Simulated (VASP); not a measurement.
Method: r2SCAN meta-GGA, VASP's PBE PAW potentials (set 64) (plane waves; VASP).

Input for VASP

INCAR:
```
SYSTEM=WC
PREC=Accurate; ENCUT=600; LREAL=F
LASPH=T
EDIFF=1E-7; NELM=100; ALGO=Normal
LMAXMIX=6; LMIXTAU=T
ISMEAR=1; SIGMA=0.1
METAGGA=R2SCAN
ISIF=2
LWAVE=F; LCHARG=F
```

**POSCAR**
```
WC
1
    1.4585290190    -2.5262464408     0.0000000000
    1.4585290190     2.5262464408    -0.0000000000
    0.0000000000     0.0000000000     2.8399562685
W C
1 1
Direct
  0.0000000000   0.0000000000   0.0264088574
  0.3333330000   0.6666670000   0.5000000000
```

**KPOINTS**
```
Automatic mesh
0
Gamma
14 14 12
0 0 0
```

POTCAR, in this order: W_sv C (PBE.64 set). Program: vasp_std.

Output

### OUTCAR
```
 ion  position               nearest neighbor table
   1  0.000  0.000  0.026-   2 2.16   2 2.16   2 2.16   2 2.25   2 2.25   2 2.25
   2  0.333  0.667  0.500-   1 2.16   1 2.16   1 2.16   1 2.25   1 2.25   1 2.25
  LATTYP: Found a hexagonal cell.
 ALAT       =     2.9170581035
 C/A-ratio  =     0.9735686324
 Subroutine PRICEL returns:
 Original cell was already a primitive cell.
 Subroutine GETGRP returns: Found  6 space group operations
The static configuration has the point symmetry C_3v.
The dynamic configuration has the point symmetry C_3v.
 Subroutine INISYM returns: Found  6 space group operations
 Subroutine IBZKPT returns following result:
 Found    248 irreducible k-points:

 Following reciprocal coordinates:
            Coordinates               Weight
  0.000000  0.000000  0.000000      1.000000
  0.071429  0.000000  0.000000      6.000000
  0.142857  0.000000  0.000000      6.000000
  0.214286  0.000000  0.000000      6.000000
  0.285714  0.000000  0.000000      6.000000
  0.357143  0.000000  0.000000      6.000000
  0.428571  0.000000  0.000000      6.000000
  0.500000  0.000000  0.000000      3.000000
  0.071429  0.071429  0.000000      6.000000
  0.142857  0.071429  0.000000     12.000000
  0.214286  0.071429  0.000000     12.000000
  0.285714  0.071429  0.000000     12.000000
  0.357143  0.071429  0.000000     12.000000
  0.428571  0.071429  0.000000     12.000000
  0.142857  0.142857  0.000000      6.000000
  0.214286  0.142857  0.000000     12.000000
  0.285714  0.142857  0.000000     12.000000
  0.357143  0.142857  0.000000     12.000000
  0.428571  0.142857  0.000000      6.000000
  0.214286  0.214286  0.000000      6.000000
  0.285714  0.214286  0.000000     12.000000
  0.357143  0.214286  0.000000     12.000000
  0.285714  0.285714  0.000000      6.000000
...
```

File OSZICAR:
```
       N       E                     dE             d eps       ncg     rms          rms(c)
DAV:   1     0.784424362968E+02    0.78442E+02   -0.10967E+04  6448   0.174E+03
DAV:   2    -0.644152643592E+02   -0.14286E+03   -0.13896E+03  7393   0.418E+02
DAV:   3    -0.686738525654E+02   -0.42586E+01   -0.42216E+01  7876   0.657E+01
DAV:   4    -0.687159555589E+02   -0.42103E-01   -0.42072E-01  7076   0.688E+00
DAV:   5    -0.687163113856E+02   -0.35583E-03   -0.35582E-03  7596   0.656E-01    0.338E+01
DAV:   6    -0.612371037249E+02    0.74792E+01   -0.89925E+00  7103   0.376E+01    0.617E+00
DAV:   7    -0.614933727572E+02   -0.25627E+00   -0.42423E-01  6603   0.746E+00    0.497E+00
DAV:   8    -0.614442595178E+02    0.49113E-01   -0.21290E-01  6733   0.549E+00    0.103E+00
DAV:   9    -0.615707984207E+02   -0.12654E+00   -0.12904E-01  6603   0.365E+00    0.667E-01
DAV:  10    -0.615771675283E+02   -0.63691E-02   -0.60569E-03  7003   0.750E-01    0.394E-01
DAV:  11    -0.615775010104E+02   -0.33348E-03   -0.21005E-03  7533   0.371E-01    0.262E-01
DAV:  12    -0.615771252389E+02    0.37577E-03   -0.10403E-03  7438   0.294E-01    0.878E-02
DAV:  13    -0.615771802872E+02   -0.55048E-04   -0.56547E-05  6768   0.869E-02    0.749E-02
DAV:  14    -0.615772698933E+02   -0.89606E-04   -0.93440E-05  7258   0.779E-02    0.158E-02
DAV:  15    -0.615772807905E+02   -0.10897E-04   -0.26588E-05  6523   0.540E-02    0.613E-03
DAV:  16    -0.615772804879E+02    0.30259E-06   -0.49214E-07  7653   0.750E-03    0.567E-03
DAV:  17    -0.615772810206E+02   -0.53270E-06   -0.52643E-08  3294   0.290E-03    0.381E-03
DAV:  18    -0.615772801629E+02    0.85774E-06   -0.56765E-07  6808   0.647E-03    0.962E-04
DAV:  19    -0.615772803756E+02   -0.21268E-06   -0.21474E-08  3234   0.162E-03    0.731E-04
DAV:  20    -0.615772803146E+02    0.60950E-07   -0.35571E-09  3239   0.726E-04
   1 F= -.61577280E+02 E0= -.61577267E+02  d E =-.395808E-04
```

File OUTCAR:
```
------------------------ aborting loop because EDIFF is reached ----------------------------------------
  FORCE on cell =-STRESS in cart. coord.  units (eV):
  Direction    XX          YY          ZZ          XY          YZ          ZX
  --------------------------------------------------------------------------------------
  Total        0.0976430      0.0976430      0.2834493      0.0000000     -0.0000000      0.0000000
  in kB        7.4751419      7.4751423     21.6996902      0.0000000     -0.0000000      0.0000000
  external PRESSURE =      12.2166581 kB  Pullay stress =       0.0000000 kB
  volume of cell :       20.93
      direct lattice vectors                 reciprocal lattice vectors
     1.458529019 -2.526246441  0.000000000     0.342811143 -0.197922100  0.000000000
     1.458529019  2.526246441  0.000000000     0.342811143  0.197922100  0.000000000
     0.000000000  0.000000000  2.839956268     0.000000000  0.000000000  0.352118098
 POSITION                                       TOTAL-FORCE (eV/Angst)
 -----------------------------------------------------------------------------------
      0.00000      0.00000      0.07500         0.000000      0.000000     -1.017444
      1.45853      0.84208      1.41998        -0.000000     -0.000000      1.017444
 -----------------------------------------------------------------------------------
    total drift:                               -0.000000     -0.000387     -0.000018
  FREE ENERGIE OF THE ION-ELECTRON SYSTEM (eV)
  ---------------------------------------------------
  free  energy   TOTEN  =       -61.5772803146 eV

  energy  without entropy=      -61.5772407338  energy(sigma->0) =      -61.57726712
```
(Selected blocks of OUTCAR.)

The compound is WC in the wc structure. This cell was strained or had an atom moved on purpose.
